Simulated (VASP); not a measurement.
A run of VASP 6.6.1:

INCAR

```
SYSTEM = Li3H6Au
PREC     = Accurate       ! precision mode
ENCUT    = 520            ! plane-wave cutoff, eV
EDIFF    = 1E-6           ! SCF threshold, eV
ISMEAR   = 1              ! smearing method
SIGMA    = 0.0539         ! smearing width, eV
LREAL    = .False.        ! projectors in reciprocal space
LASPH    = .True.         ! aspherical terms in the spheres
NELM     = 60             ! most SCF steps
ALGO     = Normal         ! electronic algorithm
ISIF     = 2              ! what is computed and relaxed
LWAVE    = .False.        ! write WAVECAR
LCHARG   = .False.        ! write CHGCAR
GGA      = PE             ! functional
NBANDS   = 24             ! bands
```

The input KPOINTS:

```
Automatic mesh
0
Gamma
  6 4 3
  0 0 0.5
```

POSCAR

```
Li3H6Au
1.0
    3.1118530000      0.0000000000      0.0000000000
   -0.0748700000      4.7189740000      0.0000000000
   -1.3318110000     -0.1080220000      5.7879690000
Au Li H
1 3 6
Direct
    0.0000000000      0.0000000000      0.0000000000
    0.3880000000      0.4780000000      0.2379000000
    0.6120000000      0.5220000000      0.7621000000
    0.0000000000      0.0000000000      0.5000000000
    0.1620000000      0.3030000000      0.8850000000
    0.8380000000      0.6970000000      0.1150000000
    0.4840000000      0.7410000000      0.4780000000
    0.5160000000      0.2590000000      0.5220000000
    0.1300000000      0.7970000000      0.7930000000
    0.8700000000      0.2030000000      0.2070000000
```

Potentials or basis: VASP PAW PBE potentials, release 64 (Au, Li_sv, H).

Launch:

```bash
$ cat potpaw_PBE.64/Au/POTCAR potpaw_PBE.64/Li_sv/POTCAR potpaw_PBE.64/H/POTCAR > POTCAR
$ mpirun -np 1 vasp_std > vasp.out
```

Hardware: 1 thread of AMD EPYC 9R45 (Zen 5), with other jobs on the host.

Problem. How long does it take, and how much memory?

Solution. Run time: 43 s on 1 thread of AMD EPYC 9R45 (Zen 5), with other jobs on the host, peak memory 0.2 GiB. Counts: scf iterations 14, k points 38.
